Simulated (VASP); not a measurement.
The input files of a VASP run:

**INCAR**
```
! general
SYSTEM    =CdTe
PREC      =Accurate
ENCUT     =350   ! plane-wave cut-off (eV)
LREAL     =F
LASPH     =T   ! aspherical one-centre terms

! electronic loop
EDIFF     =1E-6
NELM      =100   ! most electronic steps
ALGO      =Normal
LMAXMIX   =4

! smearing
ISMEAR    =0   ! Gaussian
SIGMA     =0.05   ! width (eV)

! functional
GGA       =PE   ! PBE
GGA_COMPAT=F

! spin
MAGMOM    =6*0
LSORBIT   =T

! output
LWAVE     =T
LCHARG    =F
```

**KPOINTS**
```
Automatic mesh
0
Gamma
6 6 6
0 0 0
```

### POSCAR
```
CdTe
1
    0.0000000000     3.3038171196     3.3038171196
    3.3038171196     0.0000000000     3.3038171196
    3.3038171196     3.3038171196     0.0000000000
Cd Te
1 1
Direct
  0.0000000000   0.0000000000   0.0000000000
  0.2500000000   0.2500000000   0.2500000000
```

POTCAR, in this order: Cd Te (PBE.64 set). Program: vasp_ncl.

Q: Translate this PBE+SOC calculation to Quantum ESPRESSO's pw.x.

A: One equivalent input (not run):
```
&CONTROL
  calculation = 'scf'
  pseudo_dir = './pseudo'
  outdir = './out'
  tprnfor = .true.
  tstress = .true.
/
&SYSTEM
  ibrav = 0
  nat = 2
  ntyp = 2
  ecutwfc = 102
  occupations = 'smearing'
  smearing = 'gaussian'
  degauss = 0.003675
  input_dft = 'pbe'
  noncolin = .true.
  lspinorb = .true.
/
&ELECTRONS
  conv_thr = 7.3e-08
  electron_maxstep = 100
/
ATOMIC_SPECIES
  Cd 112.414 Cd.upf
  Te 127.600 Te.upf
CELL_PARAMETERS angstrom
     0.0000000    3.3038171    3.3038171
     3.3038171    0.0000000    3.3038171
     3.3038171    3.3038171    0.0000000
ATOMIC_POSITIONS crystal
  Cd   0.0000000  0.0000000  0.0000000
  Te   0.2500000  0.2500000  0.2500000
K_POINTS automatic
  6 6 6 0 0 0
```
What does not carry over: the potentials are each code's own (VASP's PAW set, PseudoDojo norm-conserving files, fully relativistic, in pw.x), so ENCUT and ecutwfc are chosen apart and not converted; conv_thr bounds pw.x's estimated SCF error, while EDIFF bounds the energy change between steps.

The compound is CdTe in the zinc blende structure. It was relaxed first, which changed the volume by +6 %.
